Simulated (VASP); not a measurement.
OSZICAR of a VASP run on CsPbCl₃ (cubic perovskite):

### OSZICAR
```
       N       E                     dE             d eps       ncg     rms          rms(c)
DAV:   1     0.535167985361E+03    0.53517E+03   -0.19710E+04   646   0.169E+03
DAV:   2     0.122080104895E+03   -0.41309E+03   -0.40330E+03   668   0.479E+02
DAV:   3     0.452072551388E+02   -0.76873E+02   -0.75996E+02   808   0.234E+02
DAV:   4     0.412636456358E+02   -0.39436E+01   -0.39243E+01   840   0.626E+01
DAV:   5     0.411584651587E+02   -0.10518E+00   -0.10491E+00   880   0.108E+01    0.679E+00
DAV:   6     0.421974344907E+02    0.10390E+01   -0.13601E+01   544   0.428E+01    0.345E+00
DAV:   7     0.450573681733E+02    0.28599E+01   -0.16048E+00   622   0.170E+01    0.170E+00
DAV:   8     0.448085811191E+02   -0.24879E+00   -0.11807E+00   578   0.862E+00    0.120E+00
DAV:   9     0.448921458488E+02    0.83565E-01   -0.18107E-01   560   0.411E+00    0.103E+00
DAV:  10     0.447866973662E+02   -0.10545E+00   -0.35528E-02   698   0.181E+00    0.398E-01
DAV:  11     0.447801583355E+02   -0.65390E-02   -0.38486E-02   530   0.225E+00    0.244E-01
DAV:  12     0.447294098716E+02   -0.50748E-01   -0.40738E-02   536   0.158E+00    0.114E-01
DAV:  13     0.447249995684E+02   -0.44103E-02   -0.12826E-03   698   0.374E-01    0.495E-02
DAV:  14     0.447220430705E+02   -0.29565E-02   -0.81613E-04   588   0.215E-01    0.320E-02
DAV:  15     0.447214301231E+02   -0.61295E-03   -0.53520E-04   588   0.248E-01    0.335E-02
DAV:  16     0.447211345399E+02   -0.29558E-03   -0.84157E-05   600   0.841E-02    0.143E-02
DAV:  17     0.447211348858E+02    0.34596E-06   -0.14836E-05   642   0.327E-02    0.773E-03
DAV:  18     0.447211095062E+02   -0.25380E-04   -0.85127E-06   600   0.261E-02    0.234E-03
DAV:  19     0.447211040814E+02   -0.54249E-05   -0.10650E-06   636   0.858E-03    0.241E-03
DAV:  20     0.447211029227E+02   -0.11587E-05   -0.10962E-06   596   0.721E-03    0.938E-04
DAV:  21     0.447211029941E+02    0.71406E-07   -0.11948E-07   404   0.359E-03
   1 F= 0.44721103E+02 E0= 0.44721103E+02  d E =-.185221E-10
```

Question: Which electronic solver shows in the log?

Answer: It is blocked Davidson (ALGO = Normal, or the opening steps of other solvers). The INCAR had ALGO = Normal.

Question: Can the final energy be trusted as converged?

Answer: Self-consistency was reached. It stopped with EDIFF = 1E-7, NELM = 100 (revTPSS meta-GGA, plane waves, VASP's PBE PAW potentials (set 64)).

The compound is CsPbCl3 in the cubic perovskite structure, the ideal cubic form; the compound distorts at low or room temperature. This cell is one point of a volume scan, at 0.97 of the reference volume.
